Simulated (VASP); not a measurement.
A VASP calculation is set up with these files.

**INCAR**
```
LCHARG = .FALSE.
PREC = Accurate
ISMEAR = 1
GGA = PE   ! PBE
SYSTEM = Mg
LWAVE = .FALSE.
LREAL = .FALSE.
ALGO = Normal   ! blocked Davidson
EDIFF = 1E-6   ! SCF stop (eV)
EDIFFG = -0.02   ! ionic stop
PSTRESS = 450
LASPH = .TRUE.   ! aspherical one-centre terms
NELM = 100   ! most electronic steps
ISIF = 3   ! ions, shape and volume
ENCUT = 500   ! plane-wave cut-off (eV)
NSW = 40   ! most ionic steps
SIGMA = 0.1   ! width (eV)
IBRION = 2
```

**KPOINTS**
```
Automatic
0
Gamma
  15 15 8
0 0 0
```

**POSCAR**
```
Mg
1.0
  1.4092731145  -2.4409333159   0.0000000000
  1.4092731145   2.4409333159   0.0000000000
  0.0000000000   0.0000000000   4.5239554538
Mg
2
direct
  0.3333330000   0.6666670000   0.2500000000
  0.6666670000   0.3333330000   0.7500000000
```

POTCAR, in this order: Mg (PBE.64 set). Program: vasp_std.

Q: Translate this PBE calculation to Quantum ESPRESSO's pw.x.

A: One equivalent input (not run):
```
&CONTROL
  calculation = 'vc-relax'
  pseudo_dir = './pseudo'
  outdir = './out'
  tprnfor = .true.
  tstress = .true.
  nstep = 40
  forc_conv_thr = 0.00078
/
&SYSTEM
  ibrav = 0
  nat = 2
  ntyp = 1
  ecutwfc = 84
  occupations = 'smearing'
  smearing = 'methfessel-paxton'
  degauss = 0.00735
  input_dft = 'pbe'
/
&ELECTRONS
  conv_thr = 7.3e-08
  electron_maxstep = 100
/
&IONS
/
&CELL
  press = 450
/
ATOMIC_SPECIES
  Mg 24.305 Mg.upf
CELL_PARAMETERS angstrom
     1.4092731   -2.4409333    0.0000000
     1.4092731    2.4409333    0.0000000
    -0.0000000   -0.0000000    4.5239555
ATOMIC_POSITIONS crystal
  Mg   0.3333330  0.6666670  0.2500000
  Mg   0.6666670  0.3333330  0.7500000
K_POINTS automatic
  15 15 8 0 0 0
```
Limits of the translation: the potentials are each code's own (VASP's PAW set, PseudoDojo norm-conserving files in pw.x), so ENCUT and ecutwfc are chosen apart and not converted; conv_thr bounds pw.x's estimated SCF error, while EDIFF bounds the energy change between steps; forc_conv_thr acts on force components and is met together with etot_conv_thr.

The compound is Mg in the hcp structure. This run relaxes it under an external pressure of 45 GPa. Symmetry was kept, so distortions that lower it aren't found.
